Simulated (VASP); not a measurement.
Here is the system:

```xyz
2
Lattice="0.0000 2.7884 2.7884 2.7884 0.0000 2.7884 2.7884 2.7884 0.0000" Properties=species:S:1:pos:R:3 pbc="T T T"
Nb     0.0000     0.0000     0.0000
P      1.3942     1.3942     1.3942
```

Method: PBE GGA, VASP's PBE PAW potentials (set 64) (plane waves; VASP). Run with 400 eV cut-off, 13×13×13 Γ-centred mesh, tetrahedra with Blöchl corrections, potentials Nb_sv P.

### Question
Predict the energy per atom (σ→0), band gap (on the k-mesh) with the smallest direct gap where there is one.

### Answer

```json
{
  "band gap (on the k-mesh)": "none (metal, semimetal or under 0.01 eV)",
  "energy per atom (σ→0)": "-7.871 eV/atom"
}
```

Total energies compare only between runs with the same potentials, cut-off and functional.

The structure was generated: NbP was put into the zinc blende type (F-43m), which need not be its known phase. It was relaxed first, which changed the volume by -29 %.
